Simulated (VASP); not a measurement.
Method: PBE GGA, VASP's PBE PAW potentials (set 64) (plane waves; VASP).

The input files of a VASP run:

POSCAR:
```
Ir
3.8722260
  0.0000000000   0.5000000442   0.5000000442
  0.5000000442   0.0000000000   0.5000000442
  0.5000000442   0.5000000442   0.0000000000
Ir
1
direct
  0.0000000000   0.0000000000   0.0000000000
```

INCAR:
```
SYSTEM  =  Ir
PREC  =  Accurate; ENCUT  =  530; LREAL  =  .FALSE.
LASPH  =  .TRUE.
EDIFF  =  1E-7; NELM  =  100; ALGO  =  Normal
LMAXMIX  =  6
ISMEAR  =  1; SIGMA  =  0.1
GGA  =  PE
IBRION  =  6; NSW  =  1; ISIF  =  3
POTIM  =  0.015; NFREE  =  2
LWAVE  =  .FALSE.; LCHARG  =  .FALSE.
```

### KPOINTS
```
Automatic mesh
0
Gamma
15 15 15
0 0 0
```

POTCAR, in this order: Ir (PBE.64 set). Program: vasp_std.

The run wrote:

**OUTCAR**
```
 ion  position               nearest neighbor table
   1  0.000  0.000  0.000-
  LATTYP: Found a face centered cubic cell.
 ALAT       =     3.8722263424
 Subroutine PRICEL returns:
 Original cell was already a primitive cell.
 Subroutine GETGRP returns: Found 48 space group operations
The static configuration has the point symmetry O_h .
The dynamic configuration has the point symmetry O_h .
 Subroutine INISYM returns: Found 48 space group operations
 Subroutine IBZKPT returns following result:
 Found    120 irreducible k-points:

 Following reciprocal coordinates:
            Coordinates               Weight
  0.000000  0.000000  0.000000      1.000000
  0.066667  0.000000  0.000000      8.000000
  0.133333  0.000000  0.000000      8.000000
  0.200000  0.000000  0.000000      8.000000
  0.266667  0.000000  0.000000      8.000000
  0.333333  0.000000  0.000000      8.000000
  0.400000  0.000000  0.000000      8.000000
  0.466667  0.000000  0.000000      8.000000
  0.066667  0.066667  0.000000      6.000000
  0.133333  0.066667  0.000000     24.000000
...
```

**OSZICAR**
```
...
DAV:   8    -0.884899677020E+01   -0.17023E-05   -0.70201E-09  2640   0.103E-03    0.731E-05
DAV:   9    -0.884899671267E+01    0.57533E-07   -0.69818E-10  2456   0.332E-04
   6 F= -.88489967E+01 E0= -.88488707E+01  d E =-.378055E-03
       N       E                     dE             d eps       ncg     rms          rms(c)
DAV:   1    -0.890744447475E+01   -0.58448E-01   -0.24978E+00  5520   0.232E+01    0.215E+00
DAV:   2    -0.885669229430E+01    0.50752E-01   -0.11261E-01  5624   0.455E+00    0.700E-01
DAV:   3    -0.884899724705E+01    0.76950E-02   -0.28026E-02  6280   0.201E+00    0.222E-01
DAV:   4    -0.884884100707E+01    0.15624E-03   -0.82052E-04  5960   0.318E-01    0.363E-02
DAV:   5    -0.884885255857E+01   -0.11552E-04   -0.20677E-05  6808   0.425E-02    0.140E-02
DAV:   6    -0.884885640957E+01   -0.38510E-05   -0.41579E-06  6160   0.212E-02    0.342E-03
DAV:   7    -0.884885620143E+01    0.20814E-06   -0.92668E-08  4016   0.402E-03    0.945E-04
DAV:   8    -0.884885620264E+01   -0.12076E-08   -0.84985E-09  2576   0.110E-03
   7 F= -.88488562E+01 E0= -.88487395E+01  d E =-.350230E-03
       N       E                     dE             d eps       ncg     rms          rms(c)
DAV:   1    -0.887282821042E+01   -0.23972E-01   -0.11300E+00 18216   0.136E+01    0.105E+00
DAV:   2    -0.885557325291E+01    0.17255E-01   -0.35744E-02 18704   0.246E+00    0.423E-01
DAV:   3    -0.885258096971E+01    0.29923E-02   -0.10196E-02 20808   0.115E+00    0.144E-01
DAV:   4    -0.885249980646E+01    0.81163E-04   -0.35214E-04 19200   0.240E-01    0.245E-02
DAV:   5    -0.885249977403E+01    0.32427E-07   -0.10839E-05 20096   0.388E-02    0.960E-03
DAV:   6    -0.885250014370E+01   -0.36967E-06   -0.10314E-06 18784   0.123E-02    0.188E-03
DAV:   7    -0.885250020553E+01   -0.61832E-07   -0.28797E-08  9968   0.216E-03
   8 F= -.88525002E+01 E0= -.88524750E+01  d E =-.755125E-04
       N       E                     dE             d eps       ncg     rms          rms(c)
DAV:   1    -0.887285824988E+01   -0.20358E-01   -0.72251E-01 17064   0.783E+00    0.723E-01
DAV:   2    -0.885681071108E+01    0.16048E-01   -0.19289E-02 17848   0.137E+00    0.322E-01
DAV:   3    -0.885256628741E+01    0.42444E-02   -0.11020E-02 19536   0.859E-01    0.123E-01
DAV:   4    -0.885250027793E+01    0.66009E-04   -0.27516E-04 18440   0.224E-01    0.167E-02
DAV:   5    -0.885250022380E+01    0.54124E-07   -0.39046E-06 20904   0.200E-02    0.518E-03
DAV:   6    -0.885250020594E+01    0.17859E-07   -0.17330E-07 16656   0.467E-03
   9 F= -.88525002E+01 E0= -.88524750E+01  d E =-.755035E-04
       N       E                     dE             d eps       ncg     rms          rms(c)
DAV:   1    -0.881315584294E+01    0.39344E-01   -0.66373E-01 17384   0.753E+00    0.438E-01
DAV:   2    -0.882392277048E+01   -0.10767E-01   -0.85539E-03 18616   0.966E-01    0.222E-01
DAV:   3    -0.884339687247E+01   -0.19474E-01   -0.61414E-03 19512   0.648E-01    0.857E-02
DAV:   4    -0.885127270653E+01   -0.78758E-02   -0.53975E-04 19944   0.232E-01    0.165E-02
DAV:   5    -0.885236912174E+01   -0.10964E-02   -0.13928E-05 21296   0.365E-02    0.955E-03
DAV:   6    -0.885249858546E+01   -0.12946E-03   -0.52619E-07 19056   0.908E-03    0.584E-04
DAV:   7    -0.885250472191E+01   -0.61364E-05   -0.10440E-08 10216   0.139E-03    0.243E-04
DAV:   8    -0.885250070951E+01    0.40124E-05   -0.92191E-10  8352   0.371E-04    0.880E-05
DAV:   9    -0.885250035163E+01    0.35788E-06   -0.12082E-10  7920   0.174E-04    0.123E-05
DAV:  10    -0.885250020429E+01    0.14733E-06   -0.27169E-11  7760   0.754E-05    0.417E-06
DAV:  11    -0.885250021849E+01   -0.14192E-07   -0.49993E-12  7576   0.295E-05
  10 F= -.88525002E+01 E0= -.88524750E+01  d E =-.755105E-04
       N       E                     dE             d eps       ncg     rms          rms(c)
DAV:   1    -0.887284599805E+01   -0.20346E-01   -0.72815E-01 16784   0.787E+00    0.724E-01
DAV:   2    -0.885681466971E+01    0.16031E-01   -0.19346E-02 17984   0.140E+00    0.322E-01
DAV:   3    -0.885256621619E+01    0.42485E-02   -0.10974E-02 19480   0.857E-01    0.124E-01
DAV:   4    -0.885250043638E+01    0.65780E-04   -0.27339E-04 19032   0.224E-01    0.187E-02
DAV:   5    -0.885250022362E+01    0.21276E-06   -0.41360E-06 20776   0.215E-02    0.510E-03
DAV:   6    -0.885250020571E+01    0.17909E-07   -0.17501E-07 17336   0.474E-03
  11 F= -.88525002E+01 E0= -.88524750E+01  d E =-.754776E-04
       N       E                     dE             d eps       ncg     rms          rms(c)
DAV:   1    -0.886491811107E+01   -0.12418E-01   -0.62584E-01 16800   0.733E+00    0.442E-01
DAV:   2    -0.885725197914E+01    0.76661E-02   -0.79860E-03 18696   0.948E-01    0.223E-01
DAV:   3    -0.885312958446E+01    0.41224E-02   -0.58301E-03 19312   0.652E-01    0.844E-02
DAV:   4    -0.885252571022E+01    0.60387E-03   -0.60865E-04 20216   0.240E-01    0.144E-02
DAV:   5    -0.885249893883E+01    0.26771E-04   -0.10177E-05 20360   0.346E-02    0.854E-03
DAV:   6    -0.885249873327E+01    0.20556E-06   -0.40394E-07 20176   0.746E-03    0.498E-04
DAV:   7    -0.885249935622E+01   -0.62295E-06   -0.62740E-09 10232   0.109E-03    0.169E-04
DAV:   8    -0.885249986448E+01   -0.50826E-06   -0.45144E-10  8368   0.280E-04    0.598E-05
DAV:   9    -0.885250013651E+01   -0.27204E-06   -0.85207E-11  7944   0.127E-04    0.111E-05
DAV:  10    -0.885250018696E+01   -0.50445E-07   -0.21332E-11  7752   0.710E-05
  12 F= -.88525002E+01 E0= -.88524750E+01  d E =-.755103E-04
       N       E                     dE             d eps       ncg     rms          rms(c)
DAV:   1    -0.887286722141E+01   -0.20367E-01   -0.73071E-01 16960   0.791E+00    0.724E-01
DAV:   2    -0.885681203855E+01    0.16055E-01   -0.19193E-02 18296   0.138E+00    0.321E-01
DAV:   3    -0.885256642454E+01    0.42456E-02   -0.10951E-02 19520   0.857E-01    0.124E-01
DAV:   4    -0.885250023564E+01    0.66189E-04   -0.27548E-04 18560   0.225E-01    0.173E-02
DAV:   5    -0.885250023766E+01   -0.20204E-08   -0.38746E-06 21400   0.203E-02    0.518E-03
DAV:   6    -0.885250020799E+01    0.29674E-07   -0.16602E-07 16312   0.469E-03
  13 F= -.88525002E+01 E0= -.88524750E+01  d E =-.754995E-04
       N       E                     dE             d eps       ncg     rms          rms(c)
DAV:   1    -0.880522438781E+01    0.47276E-01   -0.12275E+00  1960   0.917E+00    0.260E-01
DAV:   2    -0.882290318612E+01   -0.17679E-01   -0.21313E-02  2808   0.179E+00    0.159E-01
DAV:   3    -0.885361221923E+01   -0.30709E-01   -0.64724E-03  2568   0.610E-01    0.200E-02
DAV:   4    -0.885490792657E+01   -0.12957E-02   -0.11450E-04  2648   0.114E-01    0.111E-02
DAV:   5    -0.885499843513E+01   -0.90509E-04   -0.52225E-07  2704   0.814E-03    0.504E-04
DAV:   6    -0.885499732879E+01    0.11063E-05   -0.31493E-09  2120   0.639E-04    0.195E-04
DAV:   7    -0.885499768412E+01   -0.35533E-06   -0.31222E-10  1328   0.236E-04    0.869E-05
DAV:   8    -0.885499730822E+01    0.37590E-06   -0.71195E-11  1128   0.132E-04    0.979E-06
DAV:   9    -0.885499730489E+01    0.33336E-08   -0.12474E-11  1080   0.511E-05
  14 F= -.88549973E+01 E0= -.88548782E+01  d E =-.357460E-03
       N       E                     dE             d eps       ncg     rms          rms(c)
DAV:   1    -0.885250853255E+01    0.24888E-02   -0.36055E+00  1920   0.143E+01    0.176E-01
DAV:   2    -0.885561458274E+01   -0.31061E-02   -0.36918E-02  2040   0.258E+00    0.107E-01
DAV:   3    -0.885511871762E+01    0.49587E-03   -0.10737E-03  2520   0.331E-01    0.413E-02
DAV:   4    -0.885499825353E+01    0.12046E-03   -0.40483E-04  2360   0.158E-01    0.109E-02
DAV:   5    -0.885499729348E+01    0.96006E-06   -0.89748E-06  2632   0.390E-02    0.150E-03
DAV:   6    -0.885499735240E+01   -0.58920E-07   -0.35522E-07  2376   0.789E-03
  15 F= -.88549974E+01 E0= -.88548782E+01  d E =-.357437E-03
```

**OUTCAR**
```
------------------------ aborting loop because EDIFF is reached ----------------------------------------
  FORCE on cell =-STRESS in cart. coord.  units (eV):
  Direction    XX          YY          ZZ          XY          YZ          ZX
  --------------------------------------------------------------------------------------
  Total       -0.0038328     -0.0038328     -0.0038328      0.0000000      0.0000000      0.0000000
  in kB       -0.4230602     -0.4230602     -0.4230602      0.0000000      0.0000000      0.0000000
  external PRESSURE =      -0.4230602 kB  Pullay stress =       0.0000000 kB
  volume of cell :       14.52
      direct lattice vectors                 reciprocal lattice vectors
     0.000000000  1.936113171  1.936113171    -0.258249367  0.258249367  0.258249367
     1.936113171  0.000000000  1.936113171     0.258249367 -0.258249367  0.258249367
     1.936113171  1.936113171  0.000000000     0.258249367  0.258249367 -0.258249367
 POSITION                                       TOTAL-FORCE (eV/Angst)
 -----------------------------------------------------------------------------------
     -0.01500      0.00000      0.00000        -0.000000     -0.000000     -0.000000
 -----------------------------------------------------------------------------------
    total drift:                               -0.000170     -0.000000     -0.000000
  FREE ENERGIE OF THE ION-ELECTRON SYSTEM (eV)
  ---------------------------------------------------
  free  energy   TOTEN  =        -8.8549973524 eV

  energy  without entropy=       -8.8546399159  energy(sigma->0) =       -8.85487821

   1 f/i=    0.000000 THz     0.000000 2PiTHz    0.000000 cm-1     0.000000 meV
             X         Y         Z           dx          dy          dz
      0.000000  0.000000  0.000000     0.707107   -0.707107    0.000000

   2 f/i=    0.000000 THz     0.000000 2PiTHz    0.000000 cm-1     0.000000 meV
             X         Y         Z           dx          dy          dz
      0.000000  0.000000  0.000000    -0.707107   -0.707107    0.000000

   3 f/i=    0.000000 THz     0.000000 2PiTHz    0.000000 cm-1     0.000000 meV
             X         Y         Z           dx          dy          dz
      0.000000  0.000000  0.000000     0.000000    0.000000    1.000000

 ELASTIC MODULI CONTR FROM IONIC RELAXATION (kBar)
 Direction    XX          YY          ZZ          XY          YZ          ZX
 --------------------------------------------------------------------------------
 XX           0.0000      0.0000      0.0000      0.0000      0.0000      0.0000
 YY           0.0000      0.0000      0.0000      0.0000      0.0000      0.0000
 ZZ           0.0000      0.0000      0.0000      0.0000      0.0000      0.0000
 XY           0.0000      0.0000      0.0000      0.0000      0.0000      0.0000
 YZ           0.0000      0.0000      0.0000      0.0000      0.0000      0.0000
 ZX           0.0000      0.0000      0.0000      0.0000      0.0000      0.0000
 --------------------------------------------------------------------------------

 TOTAL ELASTIC MODULI (kBar)
 Direction    XX          YY          ZZ          XY          YZ          ZX
 --------------------------------------------------------------------------------
 XX        5948.8260   2288.4065   2288.4065     -0.0000     -0.0000      0.0000
 YY        2288.4065   5948.8260   2288.4065     -0.0000      0.0000     -0.0000
 ZZ        2288.4065   2288.4065   5948.8260     -0.0000     -0.0000     -0.0000
 XY          -0.0000     -0.0000     -0.0000   2464.3727     -0.0000      0.0000
 YZ          -0.0000      0.0000     -0.0000     -0.0000   2464.3727      0.0000
 ZX           0.0000     -0.0000     -0.0000      0.0000      0.0000   2464.3727
 --------------------------------------------------------------------------------
```
(Selected blocks of OUTCAR.)

Finite-difference elastic constants of metals are sensitive to mesh and smearing; shear constants can be off by tens of GPa.

The compound is Ir in the fcc structure. It was relaxed first.
